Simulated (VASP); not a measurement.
# Which face does V expose?, part 2 of 2

Aim: compare the low-index faces of V at one level of theory.

VASP 6.6.1; PBEsol, no spin polarisation; plane waves and PAW (V).

So far. Step 5 (Potential and states of the slab, 7 atoms, face V(110)): The vacuum level lies 4.86 eV above the Fermi level at the upper face; both faces agree, as the slab has next to no dipole. Step 6 (Surface relaxation, 9 atoms, face V(100)): The run ended after 15 ionic steps, 0.247 eV below its first step, once the forces on the free atoms met EDIFFG = -0.03.

### Step 7. Vacuum level and density of states, 9 atoms, face V(100) (continued)

Valence density in the ca plane at fractional y = 0.000, with atoms of V within 0.2 Å of it. It is the smooth field of the valence electrons, not physical close to the nuclei.

Ten even steps from '0' (0.0 e/Å³) to '9' (2.0 e/Å³), each cell a mean:
```
52111477411113784111137852112478400000000000
21111233211112332111113321111233100000000000
11111111111111111111111111111111000000000000
11111111111111111111111111111110000000000000
11111111111111111111111111111111000000000000
21111122111111221111112211111122100000000000
42111355311113553111125641111355200000000000
62111499411114895111138962112599410000000000
```
Columns run along c (16.0 Å, from fractional 0.30 to 0.90 of the cell), rows up along a (2.9 Å). Atoms in or near the plane, at fractional coordinates: V at (0.39, 0.00), V at (0.50, 0.00), V at (0.61, 0.00), V at (0.71, 0.00).

The map of layer states is cut here 0.5 eV above the Fermi level, so it leaves out the states above that.

The vacuum level lies 3.80 eV above the Fermi level at the upper face; both faces agree, as the slab has next to no dipole.

The program found no field-free point at its default tolerance, but its printed level agrees with the flat part of the planar average.

On this mesh the fine structure of the density of states is sampling noise, and high empty states may be cut by the number of bands.

### Step 8. Relaxing the slab, 11 atoms, face V(111)

System of this step: V(111). The cell holds 11 atoms: 11 V. Cell: a = 4.162 Å, b = 4.162 Å, c = 23.496 Å, α = 90.0°, β = 90.0°, γ = 60.0°. It derives from V. 11 layers of bcc V, cut at this functional's lattice. Vacuum lies along c.

Input file INCAR:

```
SYSTEM = V
PREC = Normal
ENCUT = 320
EDIFF = 1E-05
NELM = 120
ISMEAR = 1
SIGMA = 0.15
LREAL = .FALSE.
ALGO = Fast
GGA = PS
NBANDS = 38
LASPH = .TRUE.
LORBIT = 11
LWAVE = .FALSE.
LCHARG = .FALSE.
KPAR = 4
IBRION = 2
NSW = 40
ISIF = 2
EDIFFG = -0.03
POTIM = 0.4
MAXMIX = 40
```

Input file POSCAR:

```
V
1.0
    4.1622464860      0.0000000000      0.0000000000
    2.0811232430      3.6046111937      0.0000000000
    0.0000000000      0.0000000000     23.4961500619
V
11
Direct
    0.6666666700      0.6666666700      0.3192012300
    0.0000000000      0.0000000000      0.3553609800
    0.3333333300      0.3333333300      0.3915207400
    0.6666666700      0.6666666700      0.4276804900
    0.0000000000      0.0000000000      0.4638402500
    0.3333333300      0.3333333300      0.5000000000
    0.6666666700      0.6666666700      0.5361597500
    0.0000000000      0.0000000000      0.5723195100
    0.3333333300      0.3333333300      0.6084792600
    0.6666666700      0.6666666700      0.6446390200
    0.0000000000      0.0000000000      0.6807987700
```

Input file KPOINTS:

```
Automatic mesh
0
Gamma
9 9 1
0 0 0
```

PAW data sets: V (PBE family, release 64).

Run with:

```
$ mpirun -np 4 vasp_std
```

Elapsed: 4.1 min, on 4 MPI ranks of AMD EPYC 7R43, shared host; peak memory 0.81 GiB; 16 min of CPU time.

The run keeps the 12 symmetry operations of its start, so it cannot find a distortion of lower symmetry.

Step by step:

| step | energy less that of the first step (eV) | largest force (eV/Å) |
| --- | --- | --- |
| 1 | 0.0000 | 1.4006 |
| 2 | -0.2436 | 1.1340 |
| 3 | -0.4873 | 0.2909 |
| 4 | -0.5094 | 0.2559 |
| 5 | -0.5563 | 0.1732 |
| 6 | -0.5482 | 0.2845 |
| 7 | -0.5712 | 0.1675 |
| 8 | -0.5713 | 0.1808 |
| 9 | -0.5778 | 0.0861 |
| 10 | -0.5783 | 0.1160 |
| 11 | -0.5819 | 0.0377 |
| 12 | -0.5820 | 0.0471 |
| 13 | -0.5825 | 0.0152 |

The atoms that moved most (Å):

| atom | dx | dy | dz | length |
| --- | --- | --- | --- | --- |
| V1 | 0.000 | 0.000 | 0.315 | 0.315 |
| V11 | 0.000 | 0.000 | -0.315 | 0.315 |
| V10 | 0.000 | 0.000 | -0.109 | 0.109 |
| V2 | 0.000 | 0.000 | 0.109 | 0.109 |
| V4 | 0.000 | 0.000 | 0.046 | 0.046 |
| V8 | 0.000 | 0.000 | -0.046 | 0.046 |
| V3 | 0.000 | 0.000 | -0.044 | 0.044 |
| V9 | 0.000 | 0.000 | 0.044 | 0.044 |

Final coordinates:

```xyz
11
Lattice="4.1622 0.0000 0.0000 2.0811 3.6046 0.0000 0.0000 0.0000 23.4962" Properties=species:S:1:pos:R:3
V     4.1622    2.4031    7.8152
V     0.0000    0.0000    8.4583
V     2.0811    1.2015    9.1555
V     4.1622    2.4031   10.0952
V     0.0000    0.0000   10.9040
V     2.0811    1.2015   11.7481
V     4.1622    2.4031   12.5922
V     0.0000    0.0000   13.4010
V     2.0811    1.2015   14.3406
V     4.1622    2.4031   15.0379
V     0.0000    0.0000   15.6810
```

The run ended after 13 ionic steps, 0.583 eV below its first step, once the forces on the free atoms met EDIFFG = -0.03.

### Step 9. Potential and states of the slab, 11 atoms, face V(111)

Input file INCAR:

```
SYSTEM = V
PREC = Normal
ENCUT = 320
EDIFF = 1E-06
NELM = 120
ISMEAR = 1
SIGMA = 0.15
LREAL = .FALSE.
ALGO = Fast
GGA = PS
NBANDS = 38
LASPH = .TRUE.
LORBIT = 11
LWAVE = .FALSE.
LCHARG = .TRUE.
KPAR = 4
IDIPOL = 3
LDIPOL = .TRUE.
DIPOL = 0.5 0.5 0.5
LVHAR = .TRUE.
LVACPOTAV = .TRUE.
NEDOS = 1500
```

Input file POSCAR:

```
V
1.0
    4.1622464860      0.0000000000      0.0000000000
    2.0811232430      3.6046111937      0.0000000000
    0.0000000000      0.0000000000     23.4961500619
V
11
Direct
    0.6666666700      0.6666666700      0.3326148568
    0.0000000000      0.0000000000      0.3599859763
    0.3333333300      0.3333333300      0.3896613324
    0.6666666700      0.6666666700      0.4296531117
    0.0000000000      0.0000000000      0.4640741941
    0.3333333300      0.3333333300      0.5000000000
    0.6666666700      0.6666666700      0.5359258059
    0.0000000000      0.0000000000      0.5703468883
    0.3333333300      0.3333333300      0.6103386676
    0.6666666700      0.6666666700      0.6400140237
    0.0000000000      0.0000000000      0.6673851432
```

KPOINTS is that of step 8.

Run with:

```
$ mpirun -np 4 vasp_std
```

Elapsed: 47 s, on 4 MPI ranks; peak memory 0.76 GiB.

The map of layer states is cut here 0.5 eV above the Fermi level, so it leaves out the states above that.

The vacuum level lies 3.99 eV above the Fermi level at the upper face; both faces agree, as the slab has next to no dipole.

The program found no field-free point at its default tolerance, but its printed level agrees with the flat part of the planar average.

On this mesh the fine structure of the density of states is sampling noise, and high empty states may be cut by the number of bands.

### Step 10. The faces side by side

This step: surfaces of a metal, PBEsol; plane waves and PAW (VASP 6.6.1).

Derived from the runs above.

Symmetric slabs, all atoms free. All faces:

| face | layers | area a surface atom (Å²) | work function (eV) | surface energy as cut (J/m²) | surface energy relaxed (J/m²) | change of the top spacing (%) |
| --- | --- | --- | --- | --- | --- | --- |
| V(110) | 7 | 6.125 | 4.859 | 2.754 | 2.648 | -5.75 |
| V(100) | 9 | 8.662 | 3.8 | 2.882 | 2.653 | -13.09 |
| V(111) | 11 | 15 | 3.988 | 3.292 | 2.981 | -24.31 |

Each surface energy is the slab's energy less its number of atoms times the bulk energy of -9.6062 eV, over twice the cell's area.

### Step 11. Results

* V(110): 2.65 J/m², 4.86 eV
* V(100): 2.65 J/m², 3.80 eV
* V(111): 2.98 J/m², 3.99 eV

What this shows: The cheapest face is V(110) at 2.65 J/m², against 2.65 for V(100) and 2.98 for V(111). The work functions are 4.86 eV for V(110), 3.99 eV for V(111) and 3.80 eV for V(100). The densest face has the highest work function, as the smoothing of the electron density over an open face lowers the surface dipole. Among the others the order doesn't follow the density. The two cheapest faces differ by under 4 %, which one mesh and one thickness don't resolve. The top spacing changes by -5.8 % on V(110), -13.1 % on V(100) and -24.3 % on V(111), the most on the most open face. One thickness was run for each face, and bulk and slab meshes don't match, which leaves some hundredths of a J/m². The cells are 1 × 1 and can't reconstruct. A static run ended above the relaxation before it, so the levels read from it are doubtful.

[Lines on the potential files, build, host, timing and source positions are cut from VASP's logs without a mark.]

[Logs are printed without paths, hosts, clocks, repeated set-up lines and the standing remarks that a program may print on its own settings, such as how far it seeks lower states.]

[Hosts, paths, dates, database ids (printed as entryN), source tags and the programs' standing remarks are cut or masked in the printed files.]

[Runs that stopped without an error message from VASP are left out.]
